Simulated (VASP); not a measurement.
These are r2SCAN meta-GGA, VASP's PBE PAW potentials (set 64) (plane waves; VASP 6.6.1) values and carry that method's errors. For the first row: Settings: 400 eV cut-off, 12×12×15 Γ-centred mesh, tetrahedra with Blöchl corrections, potentials Ti_sv Ge_d.

| system | energy (eV/atom) |
|---|---|
| TiGe (relaxed from the WC structure, space group P-6m2) | -13.7585 |
| Ti (hcp) | -12.9420 |
| Ge (diamond) | -13.8670 |

The references are the elements' solids at the same level; no temperature or zero-point terms are added.

Q: What is the formation energy per atom of TiGe?

A: The references average (1×(-12.9420) + 1×(-13.8670))/2 = -13.4045 eV, so the formation energy is -13.7585 − (-13.4045) = -0.354 eV/atom.
